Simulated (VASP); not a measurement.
Here is a VASP 6.6.1 calculation.

Contents of POSCAR:

```
B2AsN
1.0
    2.9886495490      0.0000000000      0.0000000000
    0.0000000000      2.9886495490      0.0000000000
    0.0000000000      0.0000000000      4.2744726710
N B As
1 2 1
Direct
    0.0000000000      0.0000000000      0.0000000000
    0.0000000000      0.5000000000      0.8013540279
    0.5000000000      0.0000000000      0.1986459721
    0.5000000000      0.5000000000      0.5000000000
```

File INCAR.step1:

```
ALGO = Normal
EDIFF = 1E-4
ENCUT = 520
GGA = PE
ISMEAR = -1
LASPH = True
LCHARG = False
LREAL = False
LWAVE = True
NBANDS = 16
NELM = 60
PREC = Accurate
SIGMA = 0.02
```

File INCAR.step2:

```
ALGO = Normal
EDIFF = 1E-7
ENCUT = 520
ISIF = 2
ISMEAR = -1
ISTART = 1
LASPH = True
LCHARG = False
LMIXTAU = True
LREAL = False
LWAVE = False
METAGGA = R2SCAN
NBANDS = 16
NELM = 60
PREC = Accurate
SIGMA = 0.02
```

KPOINTS

```
k-points
0
Gamma
  8 8 6
```

Potentials or basis: VASP PAW PBE potentials, release 64 (N, B, As).

Run with:

```bash
$ cat potpaw_PBE.64/N/POTCAR potpaw_PBE.64/B/POTCAR potpaw_PBE.64/As/POTCAR > POTCAR
$ cp INCAR.step1 INCAR
$ mpirun -np 1 vasp_std > vasp.out
$ cp INCAR.step2 INCAR
$ mpirun -np 1 vasp_std > vasp.out
```

(1) Predict the pressure.

(2) What does it give for the band gap on the k mesh?

(3) What does it give for the largest force?

Answers

(1) 0.7 GPa.

(2) 0.17 eV, direct.

(3) 0.071 eV/Å.

Caveat: the PAW data sets were made with another functional, which shifts forces and pressure a little.
